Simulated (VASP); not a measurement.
An input for Ansatz (written as the equivalent of a VASP run, and not itself run):

Ansatz 0.2 input:
```yaml
crystal:
  lattice:
    - [3.6077297, 0.0000000, 0.0000000]
    - [-1.8038649, 3.1243854, 0.0000000]
    - [0.0000000, 0.0000000, 5.8112973]
  atoms:
    - { symbol: Hf, position: [0.0000000, 0.0000000, 0.0000000] }
    - { symbol: S, position: [0.3333330, 0.6666670, 0.2491342] }
    - { symbol: S, position: [0.6666670, 0.3333330, 0.7508658] }
kpoints:
  mp_grid: { grid: [6, 6, 4] }
hamiltonian:
  xc: pbe
  dispersion: d3bj
  pseudopotentials: { kind: paw }
scf:
  occupations: { method: gaussian, width: 0.05 }
  max_iter: 100
relax:
  max_steps: 60
  f_tol: 0.02
  cell: {}
output: { forces: true, stress: true, eigenvalues: true }
```

Question: Write the VASP files for the same calculation (PBE-D3(BJ)).

Answer: This is not unique; one that fits is 
File POSCAR:
```
HfS2
1
    3.6077297428    -0.0000000000     0.0000000000
   -1.8038648714     3.1243853955     0.0000000000
    0.0000000000     0.0000000000     5.8112973136
Hf S
1 2
Direct
  0.0000000000   0.0000000000   0.0000000000
  0.3333330000   0.6666670000   0.2491342246
  0.6666670000   0.3333330000   0.7508657754
```

**INCAR**
```
NSW = 60
ALGO = Normal   # blocked Davidson
LMAXMIX = 6   # l cut-off of mixed one-centre charges
LCHARG = .FALSE.
NELM = 100   # most electronic steps
ISIF = 3   # ions, shape and volume
SYSTEM = HfS2
LWAVE = .FALSE.
IVDW = 12
PREC = Accurate
EDIFFG = -0.02
LASPH = .TRUE.
IBRION = 2   # conjugate gradients
SIGMA = 0.05   # width (eV)
ENCUT = 480   # plane-wave cut-off (eV)
LREAL = .FALSE.   # projection in real space or not
ISMEAR = 0
GGA = PE   # PBE
EDIFF = 1E-6   # SCF stop (eV)
```

File KPOINTS:
```
K-points
0
G
  6 6 4
0 0 0
```

POTCAR, in this order: Hf_pv S (PBE.64 set). Program: vasp_std.

What does not carry over: each code has its own PAW files, so the cut-off isn't converted (ENCUT is set for VASP's; basis.ecutwfc is left out, and Ansatz then takes the one that its files recommend); Ansatz stops its SCF on the density residual and VASP on the energy change (EDIFF).

The compound is HfS2 in the 1T layered structure. This run relaxes it. Symmetry was kept, so distortions that lower it aren't found. The start is the result of an earlier pass.
